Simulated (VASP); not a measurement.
Level of theory: PBEsol GGA, VASP's PBE PAW potentials (set 64) (plane waves; VASP).

VASP input:

### KPOINTS
```
k-points along high-symmetry lines
15
Line-mode
Reciprocal
  0.000000   0.000000   0.000000 ! GAMMA
  0.500000   0.000000   0.500000 ! X

  0.500000   0.000000   0.500000 ! X
  0.625000   0.250000   0.625000 ! U

  0.375000   0.375000   0.750000 ! K
  0.000000   0.000000   0.000000 ! GAMMA

  0.000000   0.000000   0.000000 ! GAMMA
  0.500000   0.500000   0.500000 ! L

  0.500000   0.500000   0.500000 ! L
  0.500000   0.250000   0.750000 ! W

  0.500000   0.250000   0.750000 ! W
  0.500000   0.000000   0.500000 ! X
```

### INCAR
```
# general
SYSTEM=KCl
PREC  =Accurate
ENCUT =400   # plane-wave cut-off (eV)
LREAL =.False.
LASPH =.True.
ICHARG=11

# electronic loop
EDIFF =1E-7
NELM  =100   # most electronic steps
ALGO  =Normal

# smearing
ISMEAR=0
SIGMA =0.05   # width (eV)

# functional
GGA   =PS

# output
LWAVE =.False.
LCHARG=.False.
LORBIT=11   # lm-projected
```

POSCAR:
```
KCl
1
    0.0000000000     3.1243090858     3.1243090858
    3.1243090858     0.0000000000     3.1243090858
    3.1243090858     3.1243090858     0.0000000000
K Cl
1 1
Direct
  0.0000000000   0.0000000000   0.0000000000
  0.5000000000   0.5000000000   0.5000000000
```

POTCAR, in this order: K_sv Cl (PBE.64 set). Program: vasp_std. Read from the step before: CHGCAR.

Output of the run:

File OSZICAR:
```
       N       E                     dE             d eps       ncg     rms          rms(c)
DAV:   1     0.897655978540E+02    0.89766E+02   -0.63920E+03  2168   0.977E+02
DAV:   2    -0.126830784093E+01   -0.91034E+02   -0.84010E+02  2804   0.251E+02
DAV:   3    -0.642551461827E+01   -0.51572E+01   -0.51233E+01  2792   0.554E+01
DAV:   4    -0.662705059455E+01   -0.20154E+00   -0.20131E+00  3684   0.982E+00
DAV:   5    -0.662843898965E+01   -0.13884E-02   -0.13883E-02  2832   0.837E-01
DAV:   6    -0.662847368897E+01   -0.34699E-04   -0.34698E-04  3248   0.101E-01
DAV:   7    -0.662847410582E+01   -0.41684E-06   -0.41683E-06  3016   0.133E-02
DAV:   8    -0.662847411481E+01   -0.89967E-08   -0.90201E-08  2420   0.181E-03
   1 F= -.66284741E+01 E0= -.66284741E+01  d E =-.917436E-15
```

OUTCAR:
```
 val. band max:       -1.8202660008   @ k =   0.0000   0.0000   0.0000

 cond. band min:       3.2692288294   @ k =   0.0000   0.0000   0.0000



 k-point     1 :       0.0000    0.0000    0.0000
  band No.  band energies     occupation
      1     -28.8144      2.00000
      2     -13.9376      2.00000
      3     -12.3410      2.00000
      4     -12.3410      2.00000
      5     -12.3410      2.00000
      6      -1.8203      2.00000
      7      -1.8203      2.00000
      8      -1.8203      2.00000
      9       3.2692      0.00000
     10       6.4809      0.00000
     11       6.4809      0.00000
     12       6.4809      0.00000

 k-point     2 :       0.0357    0.0000    0.0357
  band No.  band energies     occupation
      1     -28.8142      2.00000
      2     -13.9412      2.00000
      3     -12.3417      2.00000
      4     -12.3417      2.00000
      5     -12.3353      2.00000
      6      -1.8493      2.00000
      7      -1.8243      2.00000
      8      -1.8243      2.00000
      9       3.3138      0.00000
     10       6.4382      0.00000
     11       6.5154      0.00000
     12       6.5154      0.00000

 k-point     3 :       0.0714    0.0000    0.0714
  band No.  band energies     occupation
      1     -28.8136      2.00000
      2     -13.9510      2.00000
      3     -12.3440      2.00000
      4     -12.3440      2.00000
      5     -12.3196      2.00000
      6      -1.9298      2.00000
      7      -1.8359      2.00000
      8      -1.8359      2.00000
      9       3.4416      0.00000
     10       6.3195      0.00000
     11       6.6188      0.00000
     12       6.6188      0.00000

 k-point     4 :       0.1071    0.0000    0.1071
  band No.  band energies     occupation
      1     -28.8127      2.00000
      2     -13.9643      2.00000
      3     -12.3477      2.00000
      4     -12.3477      2.00000
      5     -12.2980      2.00000
      6      -2.0456      2.00000
      7      -1.8540      2.00000
...
```

The density is held fixed in this step, so its total energy and stress have no physical meaning.

The structure was generated: KCl was put into the rock salt type (Fm-3m), which need not be its known phase. It was relaxed first, which changed the volume by -15 %.
